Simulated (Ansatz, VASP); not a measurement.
# Li (Li(110)) in two plane-wave programs

Aim: how closely do two programs agree when they are given the same cell, functional and k mesh?

Calculated with Ansatz 0.2.0; plane waves, with VASP 6.6.1 beside it; band structure at LDA.

### 1. Starting point

The cell holds 7 atoms: 7 Li. Its edges and angles: a = 3.022 Å, b = 3.022 Å, c = 32.807 Å, α = 90.0°, β = 90.0°, γ = 70.5°. Vacuum lies along c.

### 2. VASP: band structure, LDA

A single point gives forces, pressure and levels at one fixed geometry, so differences don't come from the geometry; what else differs is listed under the comparison.

Lines of VASP's logs that name or quote its potential files are left out, and so is its time.

Contents of INCAR:

```
SYSTEM = Li
PREC = Normal
ENCUT = 300
EDIFF = 1E-06
NELM = 120
ISMEAR = -1
SIGMA = 0.1
LREAL = .FALSE.
ALGO = Fast
GGA = CA
NBANDS = 21
LORBIT = 11
LWAVE = .FALSE.
LCHARG = .TRUE.
IDIPOL = 3
LDIPOL = .TRUE.
DIPOL = 0.5 0.5 0.5
LVHAR = .TRUE.
LVACPOTAV = .TRUE.
LELF = .TRUE.
NEDOS = 1500
```

Contents of POSCAR:

```
Li
1.0
    2.4678026663     -1.7450000000      0.0000000000
    2.4678026663      1.7450000000      0.0000000000
    0.0000000000      0.0000000000     32.8068159980
Li
7
Direct
    0.0000000000      0.0000000000      0.2743332361
    0.5000000000      0.5000000000      0.3495554908
    0.0000000000      0.0000000000      0.4247777454
    0.5000000000      0.5000000000      0.5000000000
    0.0000000000      0.0000000000      0.5752222546
    0.5000000000      0.5000000000      0.6504445092
    0.0000000000      0.0000000000      0.7256667639
```

Contents of KPOINTS:

```
Automatic mesh
0
Gamma
14 14 1
0 0 0
```

Contents of KPOINTS_OPT:

```
Line mode
14
Line-mode
Reciprocal
  0.00000000   0.00000000   0.00000000 GAMMA
  0.37500000  -0.37500000   0.00000000 X

  0.37500000  -0.37500000   0.00000000 X
  0.62500000   0.37500000   0.00000000 A1

  0.62500000   0.37500000   0.00000000 A1
  0.50000000   0.50000000   0.00000000 Y

  0.50000000   0.50000000   0.00000000 Y
  0.00000000   0.00000000   0.00000000 GAMMA
```

PAW data sets: Li (LDA family, release 64).

Command:

```console
$ mpirun -np 2 vasp_std
```

The program printed:

```text
[banner, memory and clock lines left out]
running    2 mpi-ranks, on    1 nodes
 distrk:  each k-point on    2 cores,    1 groups
 distr:  one band on    1 cores,    2 groups

 POSCAR found type information on POSCAR Li
 POSCAR found :  1 types and       7 ions
 LDA part: xc-table for (Slater(with rela. corr.)+CA(PZ))
 , standard interpolation
|                                                                             |
|           W    W    AA    RRRRR   N    N  II  N    N   GGGG   !!!           |
|           W    W   A  A   R    R  NN   N  II  NN   N  G    G  !!!           |
|           W    W  A    A  R    R  N N  N  II  N N  N  G       !!!           |
|           W WW W  AAAAAA  RRRRR   N  N N  II  N  N N  G  GGG   !            |
|           WW  WW  A    A  R   R   N   NN  II  N   NN  G    G                |
|           W    W  A    A  R    R  N    N  II  N    N   GGGG   !!!           |
|                                                                             |
|     The number of bands has been changed from the values supplied in        |
|     The orbitals not found in the WAVECAR file will be initialized with     |
|     random numbers, which is usually adequate. For correlated               |
|     calculations, however, you should redo the groundstate calculation.     |
|     I found NBANDS = 21. Now, NBANDS = 22.                                  |
|                                                                             |

 POSCAR, INCAR and KPOINTS ok, starting setup
 FFT: planning ... GRIDC
 FFT: planning ... GRID_SOFT
 FFT: planning ... GRID
 WAVECAR not read
 entering main loop
       N       E                     dE             d eps       ncg     rms          rms(c)
DAV:   1    -0.693047102570E+01   -0.69305E+01   -0.13101E+03  2508   0.120E+02
DAV:   2    -0.143118531659E+02   -0.73814E+01   -0.71027E+01  3370   0.255E+01
DAV:   3    -0.146371052151E+02   -0.32525E+00   -0.32181E+00  3292   0.431E+00
DAV:   4    -0.146479382836E+02   -0.10833E-01   -0.10828E-01  3314   0.815E-01
DAV:   5    -0.146485376911E+02   -0.59941E-03   -0.59939E-03  3608   0.192E-01    0.140E+00
RMM:   6    -0.150638424522E+02   -0.41530E+00   -0.68602E-02  3169   0.389E-01    0.253E+00
RMM:   7    -0.138736814632E+02    0.11902E+01   -0.11458E-02  2728   0.185E-01    0.621E-01
RMM:   8    -0.137482129157E+02    0.12547E+00   -0.14352E-02  3130   0.203E-01    0.493E-01
RMM:   9    -0.137536382828E+02   -0.54254E-02   -0.30614E-03  2934   0.961E-02    0.294E-01
RMM:  10    -0.137104854820E+02    0.43153E-01   -0.36649E-03  3247   0.105E-01    0.147E-01
RMM:  11    -0.137100111304E+02    0.47435E-03   -0.53127E-04  3102   0.462E-02    0.498E-02
RMM:  12    -0.137097302117E+02    0.28092E-03   -0.10857E-03  3351   0.540E-02    0.465E-02
RMM:  13    -0.137102348965E+02   -0.50468E-03   -0.11044E-04  3138   0.220E-02    0.192E-02
RMM:  14    -0.137110631578E+02   -0.82826E-03   -0.10371E-04  3296   0.168E-02    0.167E-02
RMM:  15    -0.137111748281E+02   -0.11167E-03   -0.26145E-05  3251   0.999E-03    0.776E-03
RMM:  16    -0.137113632646E+02   -0.18844E-03   -0.16599E-05  3534   0.670E-03    0.289E-03
RMM:  17    -0.137113735782E+02   -0.10314E-04   -0.33490E-06  3333   0.405E-03    0.191E-03
RMM:  18    -0.137113934701E+02   -0.19892E-04   -0.24574E-06  3308   0.248E-03    0.109E-03
RMM:  19    -0.137113969410E+02   -0.34708E-05   -0.41739E-07  2972   0.148E-03    0.449E-04
RMM:  20    -0.137114095239E+02   -0.12583E-04   -0.23628E-07  3035   0.853E-04    0.293E-04
RMM:  21    -0.137114112093E+02   -0.16854E-05   -0.36625E-08  2745   0.479E-04    0.177E-04
RMM:  22    -0.137114125260E+02   -0.13167E-05   -0.38721E-08  2623   0.354E-04    0.773E-05
RMM:  23    -0.137114125931E+02   -0.67192E-07   -0.36606E-09  2240   0.276E-04
|                                                                             |
|           W    W    AA    RRRRR   N    N  II  N    N   GGGG   !!!           |
|           W    W   A  A   R    R  NN   N  II  NN   N  G    G  !!!           |
|           W    W  A    A  R    R  N N  N  II  N N  N  G       !!!           |
|           W WW W  AAAAAA  RRRRR   N  N N  II  N  N N  G  GGG   !            |
|           WW  WW  A    A  R   R   N   NN  II  N   NN  G    G                |
|           W    W  A    A  R    R  N    N  II  N    N   GGGG   !!!           |
|                                                                             |
|     Did not find any points to average over, which means that no vacuum     |
|     field-free region was found. Please increase the size of  your cell     |
|     in the dimension of the dipole correction to obtain accurate            |
|     workfunction values.                                                    |
|                                                                             |

   1 F= -.13711413E+02 E0= -.13649259E+02  d E =-.124307E+00
 Start KPOINTS_OPT (optional k-point list driver)
k-point batch [1-56\56]
       N       E                     dE             ncg
DAV:   1    -0.101303209491E+03   -0.86154E+04     2472
DAV:   2    -0.555495547954E+03   -0.45419E+03     3428
DAV:   3    -0.580754750638E+03   -0.25259E+02     3202
DAV:   4    -0.581137708594E+03   -0.38296E+00     3166
DAV:   5    -0.581144402399E+03   -0.66938E-02     3242
DAV:   6    -0.581144620168E+03   -0.21777E-03     3154
DAV:   7    -0.581144629034E+03   -0.88665E-05     3186
DAV:   8    -0.581144629368E+03   -0.33319E-06     2130
```

OUTCAR, selected parts (step 2):

```text
ion  position               nearest neighbor table
   1  0.000  0.000  0.274-   2 3.02   2 3.02
   2  0.500  0.500  0.350-   3 3.02   3 3.02   1 3.02   1 3.02
   3  0.000  0.000  0.425-   2 3.02   4 3.02   2 3.02   4 3.02
   4  0.500  0.500  0.500-   3 3.02   5 3.02   3 3.02   5 3.02
   5  0.000  0.000  0.575-   4 3.02   6 3.02   4 3.02   6 3.02
   6  0.500  0.500  0.650-   5 3.02   5 3.02   7 3.02   7 3.02
   7  0.000  0.000  0.726-   6 3.02   6 3.02

  LATTYP: Found a base centered orthorhombic cell.
 ALAT       =     3.4900000000
 B/A-ratio  =     1.4142135623
 C/A-ratio  =     9.4002338103

 Subroutine GETGRP returns: Found  8 space group operations
 (whereof  8 operations were pure point group operations)

The static configuration has the point symmetry D_2h.

 Found     57 irreducible k-points:

   k-points           NKPTS =     57   k-points in BZ     NKDIM =     57   number of bands    NBANDS=     22

   dimension x,y,z NGX =    14 NGY =   14 NGZ =  140
   dimension x,y,z NGXF=    28 NGYF=   28 NGZF=  280

   ENCUT  =  300.0 eV  22.05 Ry    4.70 a.u.   4.27  4.27 46.33*2*pi/ulx,y,z

   NELECT =       7.0000    total number of electrons

 k-points in reciprocal lattice and weights: Automatic mesh
   0.00000000  0.00000000  0.00000000       0.005
   0.07142857  0.00000000  0.00000000       0.020
   0.14285714  0.00000000  0.00000000       0.020
   0.21428571  0.00000000  0.00000000       0.020
   0.28571429  0.00000000  0.00000000       0.020
   0.35714286  0.00000000  0.00000000       0.020
   0.42857143  0.00000000  0.00000000       0.020
   0.50000000  0.00000000  0.00000000       0.010
   0.07142857  0.07142857  0.00000000       0.010
[...]
-0.42857143  0.42857143  0.00000000       0.010
   0.50000000  0.50000000  0.00000000       0.005

 dipolmoment           0.000000      0.000000      0.000000 electrons x Angstroem

 average (electrostatic) potential at core
       1 -33.7748       2 -33.3280       3 -33.3004       4 -33.3082       5 -33.3004
       6 -33.3280       7 -33.7748

 E-fermi :  -1.2973

 k-point     1 :       0.0000    0.0000    0.0000
  band No.  band energies     occupation
    ...
      3      -4.1128      2.00000
      4      -3.5705      2.00000
      5      -2.8818      2.00000
      6      -2.0980      1.99933
      7      -1.3705      1.35037
      8      -1.0460      0.14981
      9       1.5434      0.00000
     10       1.7276      0.00000
     11       2.2413      0.00000
     12       2.9100      0.00000
    ...

 k-point     2 :       0.0714    0.0000    0.0000
  band No.  band energies     occupation
    ...
      3      -4.0420      2.00000
      4      -3.4991      2.00000
      5      -2.8089      2.00000
      6      -2.0212      1.99856
      7      -1.2851      0.93877
      8      -0.9531      0.06201
      9       1.6179      0.00000
     10       1.8115      0.00000
     11       2.3032      0.00000
     12       2.9788      0.00000
    ...

 k-point     3 :       0.1429    0.0000    0.0000
  band No.  band energies     occupation
    ...
      2      -4.1997      2.00000
      3      -3.8301      2.00000
      4      -3.2860      2.00000
      5      -2.5920      2.00000
      6      -1.7937      1.98612
      7      -1.0314      0.13080
      8      -0.6747      0.00395
      9       1.8209      0.00000
     10       2.0577      0.00000
     11       2.4808      0.00000
    ...

  Total       -0.9650667     -1.2699010     -1.4642479      0.0000000      0.0000000      0.0000000
  in kB       -5.4722760     -7.2007962     -8.3028131      0.0000000      0.0000000      0.0000000
  external PRESSURE =      -6.9919618 kB  Pullay stress =       0.0000000 kB

  energy-cutoff  :      300.00
  volume of cell :      282.55
      direct lattice vectors                 reciprocal lattice vectors
     2.467802666 -1.745000000  0.000000000     0.202609393 -0.286532951  0.000000000
     2.467802666  1.745000000  0.000000000     0.202609393  0.286532951  0.000000000
     0.000000000  0.000000000 32.806815998     0.000000000  0.000000000  0.030481471

 POSITION                                       TOTAL-FORCE (eV/Angst)
 -----------------------------------------------------------------------------------
      0.00000      0.00000      9.00000         0.000000      0.000000      0.144704
      2.46780      0.00000     11.46780         0.000000      0.000000     -0.062106
      0.00000      0.00000     13.93561        -0.000000      0.000000     -0.013425
      2.46780      0.00000     16.40341        -0.000000     -0.000000      0.000000
      0.00000      0.00000     18.87121        -0.000000      0.000000      0.013425
      2.46780      0.00000     21.33901         0.000000      0.000000      0.062106
      0.00000      0.00000     23.80682         0.000000      0.000000     -0.144704
 -----------------------------------------------------------------------------------
    total drift:                               -0.000000      0.000000     -0.000000

  FREE ENERGIE OF THE ION-ELECTRON SYSTEM (eV)
  ---------------------------------------------------
  free  energy   TOTEN  =       -13.7114125931 eV

  energy  without entropy=      -13.5871051836  energy(sigma->0) =      -13.64925889

 vacuum level on the upper side and lower side of the slab         2.050         2.050

 total charge
# of ion       s       p       d       tot
------------------------------------------
    1        0.115   0.085   0.000   0.200
    2        0.109   0.110   0.000   0.219
    3        0.111   0.110   0.000   0.220
    4        0.111   0.109   0.000   0.220
    5        0.111   0.110   0.000   0.220
    6        0.109   0.110   0.000   0.219
    7        0.115   0.085   0.000   0.200
--------------------------------------------------
tot          0.780   0.718   0.000   1.499

[... 3 further parts left out ...]
```

(Continued in part 2 of 2.)

[Lines on the potential files, build, host, timing and source positions are cut from VASP's logs without a mark.]

[Logs are printed without paths, hosts, clocks, repeated set-up lines and the standing remarks that a program may print on its own settings, such as how far it seeks lower states.]

[Hosts, paths, dates, database ids (printed as entryN), source tags and the programs' standing remarks are cut or masked in the printed files.]
